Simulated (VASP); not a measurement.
```xyz
1
Lattice="-2.2276 2.2276 2.2276 2.2276 -2.2276 2.2276 2.2276 2.2276 -2.2276" Properties=species:S:1:pos:R:3 pbc="T T T"
Eu     0.0000     0.0000     0.0000
```

Computed with PBE GGA with spin-orbit coupling, VASP's PBE PAW potentials (set 64) (plane waves; VASP 6.6.1). Settings: 400 eV cut-off, 10×10×10 Γ-centred mesh, Gaussian smearing of 0.050 eV, potentials Eu_2.

The 4f electrons are frozen in the core of the lanthanide potential, so 4f levels, which can set the real gap, and their magnetism are missing.

Question: Estimate the energy per atom (σ→0), band gap (over mesh and band path) with the smallest direct gap where there is one.

Answer: 
```json
{
  "band gap (over mesh and band path)": "none (metal, semimetal or under 0.01 eV)",
  "energy per atom (σ→0)": "-197.5 kJ/mol of atoms"
}
```

Only differences to runs with the same potentials and settings are physical.

The compound is Eu in the bcc structure. It was relaxed first, which changed the volume by -8 %.
